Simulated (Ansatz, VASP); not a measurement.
# YGaF4: VASP beside Ansatz

```
Y Ga F
1.0
     3.88874    0.00000    0.00000
    -1.94437    3.36775    0.00000
     0.00000    0.00000    6.28592
Y Ga F
1 1 4
Cartesian
  0.0000 0.0000 3.1430
  0.0000 0.0000 0.0000
  0.0000 2.2452 1.9156
  0.0000 2.2452 4.3704
  1.9444 1.1226 1.9156
  1.9444 1.1226 4.3704
```

Alike in both runs: task relaxation of cell and atoms; functional PBE; k mesh 12 × 12 × 4; occupations gaussian, width 0.02 eV; no spin polarisation.

|  | VASP | Ansatz |
| --- | --- | --- |
| version | VASP 6.6.1 | Ansatz 0.2.0 |
| potentials or method | VASP PAW PBE potentials, release 64 (Y_sv, Ga_d, F) | scalar-relativistic, plane waves, PAW |
| plane-wave cutoff (eV) | 600 | 420 |
| valence electrons in the cell | 52 | 52 |

VASP gave:

```
gap on the k mesh at the Fermi level, each at its own relaxed structure (eV) : 2.32
relaxed volume (Å³/atom)                                                     : 13.63
relaxed cell length with the largest relative difference (Å)                 : 6.255
```

Task: Which values does Ansatz return?

Result: gap on the k mesh at the Fermi level, each at its own relaxed structure (eV): 2.33; relaxed volume (Å³/atom): 13.71; relaxed cell length with the largest relative difference (Å): 6.284.

A k mesh can miss the band edges. As with any semilocal functional, this PBE gap is likely too small.
